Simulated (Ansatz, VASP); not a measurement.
# GaBAs2 (CuAu-ordered zincblende type (invented)): VASP beside Ansatz, part 2 of 3

Wanted: the spread between two codes on one cell, functional and k mesh. The cell is generated by rule, not measured, and may not be a known phase. The cell is taken from a series of runs on this material, whose earlier steps may have relaxed, scaled, displaced or heated it; both programs get it as it stands.

VASP 6.6.1 and Ansatz 0.2.0.

So far: The starting structure; Ansatz: zone-centre phonons, PBE.

### Step 3. VASP: zone-centre phonons, PBE

Level of this step: PBE; plane waves and PAW (B, Ga_d, As); invented cell (VASP).

The same cell, functional and mesh now go to VASP, with its own data sets.

Lines of VASP's logs that name or quote its potential files are left out, and so is its time.

Contents of INCAR:

```
SYSTEM = GaBAs2
PREC = Accurate
ENCUT = 500
EDIFF = 1E-08
NELM = 120
ISMEAR = 0
SIGMA = 0.01
LREAL = .FALSE.
ALGO = Normal
GGA = PE
NBANDS = 19
LORBIT = 11
LWAVE = .FALSE.
LCHARG = .FALSE.
ISIF = 2
IBRION = 8
LEPSILON = .TRUE.
LASPH = .TRUE.
GGA_COMPAT = .FALSE.
EFERMI = MIDGAP
KPAR = 2
```

Contents of POSCAR:

```
GaBAs2
1.0
    3.6873156440      0.0000000000      0.0000000000
    0.0000000000      3.6873156440      0.0000000000
    0.0000000000      0.0000000000      5.4199892776
B Ga As
1 1 2
Direct
    0.0000000000      0.0000000000      0.0000000000
    0.5000000000      0.5000000000      0.5000000000
    0.0000000000      0.5000000000      0.2119998482
    0.5000000000      0.0000000000      0.7880001518
```

Contents of KPOINTS:

```
Automatic mesh
0
Gamma
10 10 8
0 0 0
```

Potentials, in the order of the species: B, Ga_d and As (PBE family, release 64).

The run is started by

```
> mpirun -np 2 vasp_std
```

Output:

```text
[banner, memory and clock lines left out]
running    2 mpi-ranks, on    1 nodes
 distrk:  each k-point on    1 cores,    2 groups
 distr:  one band on    1 cores,    1 groups

 POSCAR found type information on POSCAR B GaAs
 POSCAR found :  3 types and       4 ions
 LDA part: xc-table for (Slater+PW92), standard interpolation
 POSCAR, INCAR and KPOINTS ok, starting setup
 FFT: planning ... GRIDC
 FFT: planning ... GRID_SOFT
 FFT: planning ... GRID
 WAVECAR not read
 entering main loop
       N       E                     dE             d eps       ncg     rms          rms(c)
DAV:   1     0.150237097687E+03    0.15024E+03   -0.12076E+04  4002   0.164E+03
DAV:   2    -0.378528648787E+01   -0.15402E+03   -0.14838E+03  4469   0.355E+02
DAV:   3    -0.188878155211E+02   -0.15103E+02   -0.14764E+02  4864   0.926E+01
DAV:   4    -0.193148595386E+02   -0.42704E+00   -0.42524E+00  5036   0.149E+01
DAV:   5    -0.193207924887E+02   -0.59330E-02   -0.59295E-02  4977   0.169E+00    0.476E+00
DAV:   6    -0.189762148692E+02    0.34458E+00   -0.73343E-01  5230   0.981E+00    0.266E+00
DAV:   7    -0.189248286293E+02    0.51386E-01   -0.20494E-01  4647   0.247E+00    0.107E+00
DAV:   8    -0.189225297228E+02    0.22989E-02   -0.27042E-02  4718   0.122E+00    0.194E-01
DAV:   9    -0.189235316313E+02   -0.10019E-02   -0.31689E-03  4829   0.473E-01    0.746E-02
DAV:  10    -0.189236668224E+02   -0.13519E-03   -0.41962E-04  4822   0.154E-01    0.303E-02
DAV:  11    -0.189237375887E+02   -0.70766E-04   -0.78042E-05  4640   0.534E-02    0.139E-02
DAV:  12    -0.189237473579E+02   -0.97693E-05   -0.13776E-05  4693   0.278E-02    0.350E-03
DAV:  13    -0.189237475621E+02   -0.20417E-06   -0.23938E-06  5048   0.163E-02    0.175E-03
DAV:  14    -0.189237477968E+02   -0.23466E-06   -0.17566E-07  4796   0.465E-03    0.322E-04
DAV:  15    -0.189237478088E+02   -0.12025E-07   -0.34798E-08  4957   0.117E-03    0.224E-04
DAV:  16    -0.189237478253E+02   -0.16517E-07   -0.22927E-09  2597   0.422E-04    0.694E-05
DAV:  17    -0.189237478341E+02   -0.88326E-08   -0.52999E-10  2492   0.290E-04
   1 F= -.18923748E+02 E0= -.18923748E+02  d E =0.000000E+00
 Linear response reoptimize wavefunctions to high precision
DAV:   1    -0.189237478349E+02   -0.72623E-09   -0.10882E-10  2606   0.884E-05
DAV:   2    -0.189237478349E+02   -0.13642E-10   -0.21430E-11  2459   0.454E-05
 Linear response G [H, r] |phi>, progress :
  Direction:   1
       N       E                     dE             d eps       ncg     rms
RMM:   1    -0.644795759514E+02   -0.64480E+02    0.45289E+02  4990   0.253E+02
RMM:   2    -0.647340125516E+02   -0.25444E+00   -0.10059E+02  7844   0.488E+01
RMM:   3    -0.676063211137E+02   -0.28723E+01   -0.93429E+00  8131   0.137E+01
RMM:   4    -0.677233223178E+02   -0.11700E+00   -0.88372E-01  8529   0.392E+00
RMM:   5    -0.677300849141E+02   -0.67626E-02   -0.18690E-01  8669   0.111E+00
RMM:   6    -0.677238535901E+02    0.62313E-02   -0.38915E-02  8745   0.370E-01
RMM:   7    -0.677236503873E+02    0.20320E-03   -0.26376E-02  8827   0.122E-01
RMM:   8    -0.677219061751E+02    0.17442E-02   -0.76037E-03  8888   0.436E-02
RMM:   9    -0.677216988393E+02    0.20734E-03   -0.53430E-03  8844   0.164E-02
RMM:  10    -0.677213022782E+02    0.39656E-03   -0.13524E-03  8736   0.757E-03
RMM:  11    -0.677212655211E+02    0.36757E-04   -0.98337E-04  8282   0.421E-03
RMM:  12    -0.677211924102E+02    0.73111E-04   -0.25864E-04  7762   0.302E-03
RMM:  13    -0.677211786833E+02    0.13727E-04   -0.10246E-04  7119   0.257E-03
RMM:  14    -0.677211715789E+02    0.71044E-05   -0.77148E-05  6665   0.239E-03
RMM:  15    -0.677211671568E+02    0.44221E-05    0.27051E-05  6326   0.232E-03
RMM:  16    -0.677211693073E+02   -0.21504E-05   -0.55025E-05  6092   0.227E-03
RMM:  17    -0.677211681404E+02    0.11668E-05    0.28179E-06  5939   0.227E-03
 Linear response G [H, r] |phi>, progress :
  Direction:   2
       N       E                     dE             d eps       ncg     rms
RMM:   1    -0.660570562830E+02   -0.66057E+02    0.40155E+02  5272   0.236E+02
RMM:   2    -0.944322951063E+02   -0.28375E+02   -0.87401E+01  7956   0.427E+01
RMM:   3    -0.963257863475E+02   -0.18935E+01   -0.11246E+01  8157   0.121E+01
RMM:   4    -0.964465231805E+02   -0.12074E+00   -0.91617E-01  8538   0.364E+00
RMM:   5    -0.964500089133E+02   -0.34857E-02   -0.10405E-01  8595   0.998E-01
RMM:   6    -0.964509600816E+02   -0.95117E-03   -0.13509E-02  8640   0.342E-01
RMM:   7    -0.964509534327E+02    0.66489E-05   -0.20573E-03  8736   0.110E-01
RMM:   8    -0.964509300487E+02    0.23384E-04   -0.30962E-04  8804   0.409E-02
RMM:   9    -0.964509287503E+02    0.12984E-05   -0.10290E-04  8821   0.156E-02
RMM:  10    -0.964509241219E+02    0.46284E-05   -0.27823E-05  8529   0.694E-03
RMM:  11    -0.964509233567E+02    0.76520E-06   -0.16497E-05  8193   0.376E-03
RMM:  12    -0.964509237949E+02   -0.43823E-06   -0.16739E-05  7697   0.258E-03
[...]
RMM:   1    -0.405457914746E-01   -0.40546E-01    0.29098E-02 21244   0.871E-01
RMM:   2    -0.384177161047E-01    0.21281E-02   -0.20344E-03 17697   0.218E-01    0.862E-02
RMM:   3    -0.384968502225E-01   -0.79134E-04   -0.26302E-04 19787   0.793E-02    0.463E-02
RMM:   4    -0.386782438895E-01   -0.18139E-03   -0.11227E-04 18406   0.465E-02    0.898E-03
[...]
RMM:   7    -0.163987976789E+00   -0.10867E-05   -0.58721E-07 20201   0.604E-03    0.227E-04
RMM:   8    -0.163989238879E+00   -0.12621E-05   -0.21047E-06 19863   0.272E-03    0.371E-05
RMM:   9    -0.163988954412E+00    0.28447E-06    0.84504E-08 20286   0.125E-03    0.178E-05
RMM:  10    -0.163988996559E+00   -0.42147E-07   -0.58128E-07 20423   0.629E-04    0.350E-06
RMM:  11    -0.163988957965E+00    0.38594E-07   -0.13998E-07 20748   0.327E-04    0.279E-06
RMM:  12    -0.163988964174E+00   -0.62090E-08   -0.22209E-07 20793   0.190E-04    0.128E-06
RMM:  13    -0.163988942448E+00    0.21725E-07   -0.49057E-08 20458   0.123E-04    0.579E-07
RMM:  14    -0.163988938774E+00    0.36746E-08   -0.22509E-08 19558   0.898E-05    0.528E-07
 first order change of Fermi-energy  -0.10292E-04
 force on displaced ion       2 direction 1 :  -9.678   0.000   0.001
 Born effective charge ion    2 direction 1 :   1.703   0.000   0.000
 Linear response progress:
  Degree of freedom:   4/  7
       N       E                     dE             d eps       ncg     rms          rms(c)
RMM:   1    -0.172433816544E+00   -0.17243E+00    0.30726E-02  8935   0.775E+00
RMM:   2    -0.170527110964E+00    0.19067E-02   -0.38784E-02 12702   0.128E+00    0.575E-02
RMM:   3    -0.169883479600E+00    0.64363E-03   -0.38745E-03 13548   0.344E-01    0.385E-02
RMM:   4    -0.169758747130E+00    0.12473E-03   -0.79501E-04 14043   0.125E-01    0.155E-02
RMM:   5    -0.169721352753E+00    0.37394E-04   -0.79262E-05 14088   0.426E-02    0.345E-03
RMM:   6    -0.169733726040E+00   -0.12373E-04   -0.12633E-05 14028   0.162E-02    0.149E-03
RMM:   7    -0.169745713899E+00   -0.11988E-04   -0.31828E-06 13457   0.723E-03    0.197E-04
RMM:   8    -0.169743971216E+00    0.17427E-05   -0.88244E-07 14072   0.319E-03    0.105E-04
RMM:   9    -0.169744546592E+00   -0.57538E-06   -0.29659E-07 13923   0.150E-03    0.262E-05
RMM:  10    -0.169744744144E+00   -0.19755E-06   -0.12357E-07 14412   0.732E-04    0.965E-06
RMM:  11    -0.169744695888E+00    0.48256E-07   -0.29131E-08 14345   0.371E-04    0.656E-06
RMM:  12    -0.169744728447E+00   -0.32559E-07   -0.18497E-08 14493   0.211E-04    0.244E-06
RMM:  13    -0.169744745841E+00   -0.17394E-07   -0.18518E-08 14686   0.135E-04    0.192E-06
RMM:  14    -0.169744754493E+00   -0.86517E-08   -0.18053E-08 14733   0.980E-05    0.728E-07
 first order change of Fermi-energy   0.13676E+01
 force on displaced ion       2 direction 3 :   0.000   0.000 -14.686
 Born effective charge ion    2 direction 3 :   0.000   0.000   2.010
 Linear response progress:
  Degree of freedom:   5/  7
       N       E                     dE             d eps       ncg     rms          rms(c)
RMM:   1    -0.443291002397E-01   -0.44329E-01    0.54393E-02 23361   0.139E+00
RMM:   2    -0.431752114464E-01    0.11539E-02   -0.38528E-03 17145   0.377E-01    0.690E-02
RMM:   3    -0.431997918139E-01   -0.24580E-04   -0.35110E-04 19582   0.126E-01    0.396E-02
RMM:   4    -0.433382510134E-01   -0.13846E-03   -0.50983E-05 19209   0.472E-02    0.526E-03
RMM:   5    -0.433633236830E-01   -0.25073E-04   -0.43135E-06 19817   0.148E-02    0.203E-03
RMM:   6    -0.433585404269E-01    0.47833E-05   -0.77015E-07 19418   0.498E-03    0.618E-04
RMM:   7    -0.433567118236E-01    0.18286E-05   -0.12829E-07 19084   0.178E-03    0.116E-04
RMM:   8    -0.433559157482E-01    0.79608E-06   -0.27357E-08 20072   0.634E-04    0.384E-05
RMM:   9    -0.433555140942E-01    0.40165E-06    0.20311E-09 20284   0.256E-04    0.704E-06
RMM:  10    -0.433555114644E-01    0.26299E-08   -0.23338E-09 20008   0.111E-04    0.454E-06
 first order change of Fermi-energy   0.20262E-04
 force on displaced ion       3 direction 1 : -12.402   0.000  -0.000
 Born effective charge ion    3 direction 1 :  -0.949   0.000   0.000
 Linear response progress:
  Degree of freedom:   6/  7
       N       E                     dE             d eps       ncg     rms          rms(c)
RMM:   1    -0.443054582041E-01   -0.44305E-01    0.70875E-02 21937   0.105E+00
RMM:   2    -0.429657661035E-01    0.13397E-02   -0.26399E-03 16976   0.315E-01    0.988E-02
RMM:   3    -0.430101409993E-01   -0.44375E-04   -0.25176E-04 20102   0.102E-01    0.568E-02
RMM:   4    -0.431887059097E-01   -0.17856E-03   -0.66506E-05 18882   0.504E-02    0.591E-03
RMM:   5    -0.431750445139E-01    0.13661E-04   -0.53353E-06 19866   0.156E-02    0.186E-03
RMM:   6    -0.431697561860E-01    0.52883E-05   -0.66110E-07 19729   0.443E-03    0.935E-04
RMM:   7    -0.431678459511E-01    0.19102E-05   -0.10058E-07 19113   0.163E-03    0.108E-04
RMM:   8    -0.431682975767E-01   -0.45163E-06   -0.11077E-08 20179   0.522E-04    0.475E-05
RMM:   9    -0.431678514725E-01    0.44610E-06    0.75518E-09 19184   0.219E-04    0.102E-05
RMM:  10    -0.431679102125E-01   -0.58740E-07    0.80756E-09 20580   0.979E-05    0.384E-06
RMM:  11    -0.431679223556E-01   -0.12143E-07    0.17064E-08 19640   0.624E-05    0.103E-06
RMM:  12    -0.431679157650E-01    0.65906E-08    0.31959E-09 20191   0.481E-05    0.286E-07
 first order change of Fermi-energy   0.39670E-05
 force on displaced ion       3 direction 2 :   0.000  -9.070  -0.001
 Born effective charge ion    3 direction 2 :   0.000  -1.736  -0.000
 Linear response progress:
  Degree of freedom:   7/  7
       N       E                     dE             d eps       ncg     rms          rms(c)
RMM:   1    -0.521028361560E-01   -0.52103E-01    0.82939E-02 14602   0.142E+00
RMM:   2    -0.514863110100E-01    0.61653E-03   -0.41747E-03 12378   0.353E-01    0.842E-02
RMM:   3    -0.514789018743E-01    0.74091E-05   -0.36426E-04 14264   0.117E-01    0.459E-02
RMM:   4    -0.514892565038E-01   -0.10355E-04   -0.63551E-05 13846   0.463E-02    0.123E-02
RMM:   5    -0.515122193154E-01   -0.22963E-04   -0.82575E-06 14279   0.189E-02    0.239E-03
RMM:   6    -0.515099391717E-01    0.22801E-05   -0.76933E-07 13647   0.633E-03    0.112E-03
RMM:   7    -0.515091280404E-01    0.81113E-06   -0.15518E-07 13169   0.250E-03    0.229E-04
RMM:   8    -0.515087102727E-01    0.41777E-06   -0.24340E-08 13969   0.912E-04    0.984E-05
RMM:   9    -0.515082704957E-01    0.43978E-06   -0.51900E-09 13578   0.376E-04    0.254E-05
RMM:  10    -0.515082654196E-01    0.50760E-08   -0.83199E-11 13793   0.159E-04    0.108E-05
 first order change of Fermi-energy  -0.12344E+00
 force on displaced ion       3 direction 3 :   0.000   0.000 -14.821
 Born effective charge ion    3 direction 3 :   0.000   0.000  -1.138
 Born effective charges drift removed
 Linear response finished
```

[end of part 2 of 3]

[Lines on the potential files, build, host, timing and source positions are cut from VASP's logs without a mark.]

[Logs are printed without paths, hosts, clocks, repeated set-up lines and the standing remarks that a program may print on its own settings, such as how far it seeks lower states.]

[Hosts, paths, dates, database ids (printed as entryN), source tags and the programs' standing remarks are cut or masked in the printed files.]
